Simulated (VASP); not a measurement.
Consider the following.

```yaml
crystal:
  lattice:
    - [3.53777, 0.00000, 0.00000]
    - [0.00000, 3.53777, 0.00000]
    - [0.00000, 0.00000, 6.22932]
  atoms:
    - { symbol: Fe, position: [0.00000, 0.50000, 0.00000], spin: 4.0 }
    - { symbol: Fe, position: [0.50000, 0.00000, 0.50000], spin: 4.0 }
    - { symbol: P, position: [0.00000, 0.00000, 0.25000] }
    - { symbol: P, position: [0.00000, 0.00000, 0.75000] }
```

Computed with PBE GGA, VASP's PBE PAW potentials (set 64) (plane waves; VASP). Settings: 300 eV cut-off, 5×5×3 Γ-centred mesh, Fermi-Dirac smearing of 0.050 eV, potentials Fe P.

At this cut-off the stress carries a Pulay error, which pulls relaxed volumes low.

**Question.** Give the stress tensor in GPa (positive for a compressed cell).

**Answer.** 
```
-8.71   0.00   0.00
 0.00  -8.71   0.00
 0.00   0.00  -8.99
```
The pressure is its mean diagonal, -8.80 GPa.

The structure was generated: FeP was put into an ordered model structure, which need not be its known phase. The cell was not relaxed at this level. The k-mesh is coarse (spacing up to 0.36 per Å, 2π included), so the numbers may not be converged in it.
